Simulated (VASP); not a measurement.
Calculation: PBE GGA with D3 dispersion (Becke-Johnson damping), VASP's PBE PAW potentials (set 64) (plane waves; VASP).

VASP input:

### INCAR
```
PREC=Accurate
LASPH=T   ! aspherical one-centre terms
ISPIN=2
GGA=PE
NELM=100   ! most electronic steps
EDIFF=1E-7   ! SCF stop (eV)
MAGMOM=0.9 -0.9
ISIF=2   ! forces and stress, cell fixed
SYSTEM=Cr
LWAVE=F
LREAL=F
IVDW=12   ! D3, Becke-Johnson
LCHARG=F
ENCUT=520
LMAXMIX=4
SIGMA=0.1
ALGO=Normal   ! blocked Davidson
LORBIT=10
ISMEAR=1
```

File POSCAR:
```
Cr
1.0
  2.8020492553   0.0000000000   0.0000000000
  0.0000000000   2.8020492553   0.0000000000
  0.0000000000   0.0000000000   2.8020492553
Cr
2
Direct
  1.0000000000   1.0000000000   1.0000000000
  0.5000000000   0.5000000000   0.5000000000
```

KPOINTS:
```
Regular mesh
0
G
13 13 13
0 0 0
```

POTCAR, in this order: Cr_pv (PBE.64 set). Program: vasp_std.

### Question
What will the output report for the number of irreducible k-points (NKPTS), largest plane-wave count, number of space-group operations, FFT grid (NGX, NGY, NGZ)?

### Answer

| Property | Value |
|---|---|
| number of irreducible k-points (NKPTS) | 84 |
| largest plane-wave count | 619 |
| number of space-group operations | 48 |
| FFT grid (NGX, NGY, NGZ) | 24 × 24 × 24 |

The compound is Cr in the bcc, AFM order structure. This cell is one point of a volume scan, at 0.97 of the reference volume.
